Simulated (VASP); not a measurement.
An input for Ansatz (written as the equivalent of a VASP run, and not itself run):

Ansatz 0.2 input:
```yaml
crystal:
  lattice:
    - [0.0000000, 3.4665770, 3.4665770]
    - [3.4665770, 0.0000000, 3.4665770]
    - [3.4665770, 3.4665770, 0.0000000]
  atoms:
    - { symbol: Ba, position: [0.0000000, 0.0000000, 0.0000000] }
    - { symbol: Te, position: [0.5000000, 0.5000000, 0.5000000] }
kpoints:
  mp_grid: { grid: [6, 6, 6] }
hamiltonian:
  xc: pbe
  pseudopotentials: { kind: paw }
scf:
  occupations: { method: fermi_dirac, width: 0.05 }
  max_iter: 100
output: { forces: true, stress: true, eigenvalues: true }
```

Task: Write the VASP files for the same calculation (PBE).

Result: This is not unique; one that fits is 
INCAR:
```
LASPH=T   # aspherical one-centre terms
EDIFF=1E-6
LMAXMIX=4   # l cut-off of mixed one-centre charges
ISMEAR=-1   # Fermi-Dirac
SYSTEM=BaTe
LREAL=F   # projection in real space or not
GGA=PE   # PBE
PREC=Accurate
ISIF=2   # forces and stress, cell fixed
LWAVE=F
ALGO=Normal
ENCUT=300   # plane-wave cut-off (eV)
SIGMA=0.05   # width (eV)
LCHARG=F
NELM=100   # most electronic steps
```

**KPOINTS**
```
Automatic
0
G
6 6 6
0 0 0
```

File POSCAR:
```
BaTe
6.9331540
  0.0000000000   0.5000000000   0.5000000000
  0.5000000000   0.0000000000   0.5000000000
  0.5000000000   0.5000000000   0.0000000000
Ba Te
1 1
Cart
  0.0000000000   0.0000000000   0.0000000000
  0.5000000000   0.5000000000   0.5000000000
```

POTCAR, in this order: Ba_sv Te (PBE.64 set). Program: vasp_std.

The two are equivalent in intent, not identical: each code has its own PAW files, so the cut-off isn't converted (ENCUT is set for VASP's; basis.ecutwfc is left out, and Ansatz then takes the one that its files recommend); Ansatz stops its SCF on the density residual and VASP on the energy change (EDIFF).

The structure comes from a computed database's BaTe entry; how it stands against other phases isn't given here. The cell was not relaxed at this level.
